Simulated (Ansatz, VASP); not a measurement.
# TaN: VASP beside Ansatz, part 3 of 3

Aim: how closely do two programs agree when they are given the same cell, functional and k mesh? The cell is taken from a series of runs on this material, whose earlier steps may have relaxed, scaled, displaced or heated it; both programs get it as it stands.

VASP 6.6.1 and Ansatz 0.2.0.

So far: The starting structure; Ansatz: zone-centre phonons, PBEsol; VASP: zone-centre phonons, PBEsol.

## (3) VASP: zone-centre phonons, PBEsol (continued)

Level of this step: PBEsol; plane waves and PAW (N, Ta_pv) (VASP).

Numbers of over 12 decimals in the logs are rounded to 6 here.

From OUTCAR (step 3):

```text
ion  position               nearest neighbor table
   1  0.500  0.000  0.000-   5 2.03   6 2.03   5 2.03   6 2.03   4 2.49   4 2.49
   2  0.500  0.500  0.000-   5 2.03   6 2.03   5 2.03   6 2.03   4 2.49   4 2.49
   3  0.000  0.500  0.000-   5 2.03   6 2.03   5 2.03   6 2.03   4 2.49   4 2.49
   4  0.000  0.000  0.000-   2 2.49   3 2.49   3 2.49   2 2.49   1 2.49   1 2.49   6 3.21   5 3.21
                             6 3.21   5 3.21   6 3.21   6 3.21   5 3.21   5 3.21   6 3.21   5 3.21
   5  0.333  0.667  0.500-   1 2.03   1 2.03   3 2.03   3 2.03   2 2.03   2 2.03   6 2.87   6 2.87
                             6 2.87   4 3.21   4 3.21   4 3.21   4 3.21   4 3.21   4 3.21
   6  0.667  0.333  0.500-   1 2.03   1 2.03   3 2.03   3 2.03   2 2.03   2 2.03   5 2.87   5 2.87
                             5 2.87   4 3.21   4 3.21   4 3.21   4 3.21   4 3.21   4 3.21

  LATTYP: Found a hexagonal cell.
 ALAT       =     4.9741248882
 C/A-ratio  =     0.5749940523

 Subroutine GETGRP returns: Found 24 space group operations
 (whereof 24 operations were pure point group operations)

The static configuration has the point symmetry D_6h.

 Found     84 irreducible k-points:

   k-points           NKPTS =     84   k-points in BZ     NKDIM =     84   number of bands    NBANDS=     30

   dimension x,y,z NGX =    40 NGY =   40 NGZ =   24
   dimension x,y,z NGXF=    80 NGYF=   80 NGZF=   48

   ENCUT  =  600.0 eV  44.10 Ry    6.64 a.u.   9.93  9.93  5.71*2*pi/ulx,y,z

   NELECT =      48.0000    total number of electrons

 k-points in reciprocal lattice and weights: Automatic mesh
   0.00000000  0.00000000  0.00000000       0.001
   0.11111111 -0.00000000  0.00000000       0.006
   0.22222222 -0.00000000  0.00000000       0.006
   0.33333333 -0.00000000  0.00000000       0.006
   0.44444444 -0.00000000  0.00000000       0.006
   0.11111111  0.11111111  0.00000000       0.006
   0.22222222  0.11111111  0.00000000       0.012
   0.33333333  0.11111111  0.00000000       0.012
   0.44444444  0.11111111  0.00000000       0.006
[...]
-----------------------------------------------------------------------------------
    total drift:                               -0.000000      0.000000     -0.000000

 Eigenvectors and eigenvalues of the dynamical matrix
 ----------------------------------------------------

   1 f  =   31.832613 THz   200.010208 2PiTHz 1061.821686 cm-1   131.649051 meV
             X         Y         Z           dx          dy          dz
      2.487062  0.000000  0.000000     0.000000   -0.577350    0.000000
      1.243531  2.153859  0.000000    -0.500000    0.288675   -0.000000
     -1.243531  2.153859  0.000000     0.500000    0.288675    0.000000
      0.000000  0.000000  0.000000     0.000000   -0.000000    0.000000
     -0.000000  2.871812  1.430046     0.000000   -0.000000   -0.000000
      2.487062  1.435906  1.430046    -0.000000   -0.000000   -0.000000

   2 f  =   25.927644 THz   162.908191 2PiTHz  864.853108 cm-1   107.228071 meV
             X         Y         Z           dx          dy          dz
      2.487062  0.000000  0.000000    -0.084202    0.000002   -0.000000
      1.243531  2.153859  0.000000     0.575966   -0.381148   -0.000000
     -1.243531  2.153859  0.000000     0.575968    0.381149    0.000000
      0.000000  0.000000  0.000000    -0.019563   -0.000000   -0.000000
     -0.000000  2.871812  1.430046    -0.138750   -0.000000   -0.000000
      2.487062  1.435906  1.430046    -0.138750   -0.000000   -0.000000

   3 f  =   25.927644 THz   162.908191 2PiTHz  864.853108 cm-1   107.228071 meV
             X         Y         Z           dx          dy          dz
      2.487062  0.000000  0.000000     0.000000    0.796023    0.000000
      1.243531  2.153859  0.000000    -0.381150    0.135855   -0.000000
     -1.243531  2.153859  0.000000     0.381147    0.135854    0.000000
      0.000000  0.000000  0.000000     0.000000   -0.019563    0.000000
     -0.000000  2.871812  1.430046     0.000000   -0.138750    0.000000
      2.487062  1.435906  1.430046     0.000000   -0.138750    0.000000

   4 f  =   21.972814 THz   138.059265 2PiTHz  732.934197 cm-1    90.872218 meV
             X         Y         Z           dx          dy          dz
      2.487062  0.000000  0.000000    -0.000000   -0.000000   -0.377655
      1.243531  2.153859  0.000000    -0.000000    0.000000   -0.438096
     -1.243531  2.153859  0.000000    -0.000000   -0.000000    0.815751
      0.000000  0.000000  0.000000    -0.000000    0.000000   -0.000000
     -0.000000  2.871812  1.430046     0.000000    0.000000    0.000000
      2.487062  1.435906  1.430046    -0.000000    0.000000    0.000000

   5 f  =   21.972814 THz   138.059265 2PiTHz  732.934197 cm-1    90.872218 meV
             X         Y         Z           dx          dy          dz
      2.487062  0.000000  0.000000    -0.000000   -0.000000    0.723909
      1.243531  2.153859  0.000000     0.000000   -0.000000   -0.689013
     -1.243531  2.153859  0.000000     0.000000   -0.000000   -0.034896
      0.000000  0.000000  0.000000     0.000000   -0.000000    0.000000
     -0.000000  2.871812  1.430046     0.000000   -0.000000   -0.000000
      2.487062  1.435906  1.430046    -0.000000    0.000000   -0.000000

   6 f  =   21.814775 THz   137.066272 2PiTHz  727.662561 cm-1    90.218619 meV
             X         Y         Z           dx          dy          dz
      2.487062  0.000000  0.000000     0.000000   -0.000000    0.551645
      1.243531  2.153859  0.000000     0.000000   -0.000000    0.551645
     -1.243531  2.153859  0.000000    -0.000000   -0.000000    0.551645
      0.000000  0.000000  0.000000     0.000000    0.000000   -0.048834
     -0.000000  2.871812  1.430046     0.000000    0.000000   -0.205765
      2.487062  1.435906  1.430046    -0.000000   -0.000000   -0.205765

   7 f  =    8.095400 THz    50.864899 2PiTHz  270.033482 cm-1    33.479870 meV
             X         Y         Z           dx          dy          dz
      2.487062  0.000000  0.000000    -0.000000   -0.000000   -0.000000
      1.243531  2.153859  0.000000    -0.000000   -0.000000    0.000000
     -1.243531  2.153859  0.000000    -0.000000   -0.000000   -0.000000
      0.000000  0.000000  0.000000    -0.000000   -0.000000    0.000000
     -0.000000  2.871812  1.430046     0.707107   -0.000027   -0.000000
      2.487062  1.435906  1.430046    -0.707107    0.000027    0.000000

   8 f  =    8.095400 THz    50.864899 2PiTHz  270.033482 cm-1    33.479870 meV
             X         Y         Z           dx          dy          dz
      2.487062  0.000000  0.000000     0.000000    0.000000    0.000000
      1.243531  2.153859  0.000000    -0.000000    0.000000    0.000000
     -1.243531  2.153859  0.000000     0.000000   -0.000000   -0.000000
      0.000000  0.000000  0.000000     0.000000   -0.000000   -0.000000
     -0.000000  2.871812  1.430046    -0.000027   -0.707107    0.000000
      2.487062  1.435906  1.430046     0.000027    0.707107   -0.000000

   9 f  =    6.684107 THz    41.997481 2PiTHz  222.957799 cm-1    27.643231 meV
             X         Y         Z           dx          dy          dz
      2.487062  0.000000  0.000000    -0.000000    0.000000    0.000000
      1.243531  2.153859  0.000000    -0.000000   -0.000000    0.000000
     -1.243531  2.153859  0.000000     0.000000   -0.000000    0.000000
      0.000000  0.000000  0.000000    -0.000000   -0.000000   -0.000000
     -0.000000  2.871812  1.430046     0.000000    0.000000    0.707107
      2.487062  1.435906  1.430046    -0.000000   -0.000000   -0.707107

  10 f  =    5.652433 THz    35.515286 2PiTHz  188.544879 cm-1    23.376575 meV
             X         Y         Z           dx          dy          dz
      2.487062  0.000000  0.000000    -0.381776    0.000001   -0.000000
      1.243531  2.153859  0.000000    -0.063128   -0.183977    0.000000
     -1.243531  2.153859  0.000000    -0.063123    0.183969    0.000000
      0.000000  0.000000  0.000000    -0.669547   -0.000009    0.000000
     -0.000000  2.871812  1.430046     0.406382    0.000005   -0.000000
      2.487062  1.435906  1.430046     0.406382    0.000005    0.000000

  11 f  =    5.652433 THz    35.515286 2PiTHz  188.544879 cm-1    23.376575 meV
             X         Y         Z           dx          dy          dz
      2.487062  0.000000  0.000000    -0.000005   -0.043092    0.000000
      1.243531  2.153859  0.000000     0.183972    0.275557   -0.000000
     -1.243531  2.153859  0.000000    -0.183974    0.275562    0.000000
      0.000000  0.000000  0.000000    -0.000009    0.669547   -0.000000
     -0.000000  2.871812  1.430046     0.000005   -0.406382    0.000000
      2.487062  1.435906  1.430046     0.000005   -0.406382   -0.000000

  12 f  =    3.978989 THz    25.000726 2PiTHz  132.724788 cm-1    16.455769 meV
             X         Y         Z           dx          dy          dz
      2.487062  0.000000  0.000000     0.000000    0.000000   -0.071240
      1.243531  2.153859  0.000000     0.000000    0.000000   -0.071240
     -1.243531  2.153859  0.000000    -0.000000    0.000000   -0.071240
      0.000000  0.000000  0.000000     0.000000    0.000000    0.829708
     -0.000000  2.871812  1.430046     0.000000    0.000000   -0.384941
      2.487062  1.435906  1.430046     0.000000   -0.000000   -0.384941

  13 f  =    0.007675 THz     0.048225 2PiTHz    0.256018 cm-1     0.031742 meV
             X         Y         Z           dx          dy          dz
      2.487062  0.000000  0.000000     0.134447   -0.075622    0.000000
      1.243531  2.153859  0.000000     0.134823   -0.075627    0.000000
     -1.243531  2.153859  0.000000     0.134639   -0.075299    0.000000
      0.000000  0.000000  0.000000     0.486344   -0.272785    0.000000
     -0.000000  2.871812  1.430046     0.484654   -0.271837    0.000000
      2.487062  1.435906  1.430046     0.484654   -0.271837    0.000000
    [... 43 further lines ...]
     -0.000000  2.871812  1.430046    -0.000000    0.000000    0.000000
      2.487062  1.435906  1.430046    -0.000000   -0.000000   -0.000000

 ELASTIC MODULI CONTR FROM IONIC RELAXATION (kBar)
 Direction    XX          YY          ZZ          XY          YZ          ZX
 --------------------------------------------------------------------------------
 XX        -372.0957    372.0957      0.0000     -0.0000      0.0000      0.0000
 YY         372.0957   -372.0957     -0.0000      0.0000     -0.0000      0.0000
 ZZ           0.0000     -0.0000     -0.0000      0.0000     -0.0000      0.0000
 XY          -0.0000      0.0000      0.0000   -372.0957      0.0000      0.0000
 YZ           0.0000     -0.0000     -0.0000      0.0000     -0.0000      0.0000
 ZX           0.0000      0.0000      0.0000      0.0000      0.0000      0.0000
 --------------------------------------------------------------------------------
```

## (4) Differences

Known differences besides the potentials themselves: the data sets hold 54 valence electrons in Ansatz (on its PAW soft_1 files) and 48 in VASP; the cutoff is 420 eV in Ansatz and 600 eV in VASP; Ansatz makes its cores anew for this functional, VASP keeps those of its PBE data sets. Total energies have different zeros and are not compared.

Both answers:

```tsv
quantity	Ansatz	VASP	difference
optical mode 1 (imaginary, printed as negative) (cm⁻¹)	-625.4	-623.5	-1.8
optical mode 2 to 3 (imaginary, printed as negative) (cm⁻¹)	-238.8	-234.0	-4.8
optical mode 4 (cm⁻¹)	133.1	132.7	+0.31 %
optical mode 5 to 6 (cm⁻¹)	188.9	188.5	+0.18 %
optical mode 7 (cm⁻¹)	221.1	223.0	-0.82 %
optical mode 8 to 9 (cm⁻¹)	269.1	270.0	-0.35 %
optical mode 10 (cm⁻¹)	721.5	727.7	-0.85 %
optical mode 11 to 12 (cm⁻¹)	724.6	732.9	-1.14 %
optical mode 13 to 14 (cm⁻¹)	857.4	864.9	-0.87 %
optical mode 15 (cm⁻¹)	1053.7	1061.8	-0.76 %
```

Modes are paired by rising frequency, not by their patterns, so a pair may set unlike modes beside each other; they are those without the splitting of longitudinal modes.

## (5) Summary of results

| Item | Value |
| --- | --- |
| r.m.s. difference of the optical zone-centre modes, each program's sorted by frequency (zone-centre phonons, PBEsol) | 5.2 cm⁻¹ |
| difference in optical mode 11 to 12 (zone-centre phonons, PBEsol) | -1.1 % |

The r.m.s. difference of the optical zone-centre modes, each program's sorted by frequency is 5.2 cm⁻¹ (zone-centre phonons, PBEsol). The data sets hold unlike numbers of valence electrons (54 in Ansatz and 48 in VASP), so part of the differences comes from the potentials. Among the rows given in per cent, the largest difference of the zone-centre phonons, PBEsol pair is in optical mode 11 to 12, -1.1 %. Such differences can come from data sets, numerical settings and the points named under the comparisons, not from the functional's error against experiment.

[Lines on the potential files, build, host, timing and source positions are cut from VASP's logs without a mark.]

[Logs are printed without paths, hosts, clocks, repeated set-up lines and the standing remarks that a program may print on its own settings, such as how far it seeks lower states.]

[Hosts, paths, dates, database ids (printed as entryN), source tags and the programs' standing remarks are cut or masked in the printed files.]
